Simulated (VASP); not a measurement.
A convergence study with VASP on Mg₂Si (space group no. 225 when undisturbed): a few settings are varied, all else stays as given below, so the limit is that of these other settings. One atom is moved off its site, so that forces are finite.

```xyz
3
Lattice="0.0000 3.1655 3.1655 3.1655 0.0000 3.1655 3.1655 3.1655 0.0000" Properties=species:S:1:pos:R:3 pbc="T T T"
Mg     1.5827     1.5827     1.5827
Mg     4.7482     4.7482     4.7482
Si     0.0000     0.0000     0.0500
```

These are LDA (Ceperley-Alder, Perdew-Zunger), VASP's LDA PAW potentials (set 64) (plane waves; VASP) values and carry that method's errors. The last row used: 300 eV cut-off, 7×7×7 Γ-centred mesh, Fermi-Dirac smearing of 0.010 eV, potentials Mg Si.

Gaps are read on the run's mesh, which can miss a band edge.

| setting | E (eV/atom) | pressure (GPa) | gap on the mesh (eV) | irreducible k-points |
|---|---|---|---|---|
| EDIFF = 1E-01 | -3.3680 | -2.82 | 0.271 | 40 |
| EDIFF = 1E-02 | -3.3664 | -2.00 | 0.287 | 40 |
| EDIFF = 1E-03 | -3.3664 | -2.10 | 0.281 | 40 |
| EDIFF = 1E-04 | -3.3664 | -2.11 | 0.281 | 40 |
| EDIFF = 1E-05 | -3.3664 | -2.16 | 0.278 | 40 |
| EDIFF = 1E-06 | -3.3664 | -2.14 | 0.279 | 40 |
| EDIFF = 1E-07 | -3.3664 | -2.14 | 0.279 | 40 |
| EDIFF = 1E-08 | -3.3664 | -2.14 | 0.279 | 40 |
| EDIFF = 1E-10 | -3.3664 | -2.14 | 0.279 | 40 |
| EDIFF = 1E-12 | -3.3664 | -2.14 | 0.279 | 40 |

Left out are rungs that failed or repeat a setting and relaxations that didn't move; long series are thinned to 24 rows.

The structure is a typed Mg2Si crystal (space group no. 225). The cell was not relaxed at this level, it is distorted from the ideal structure.
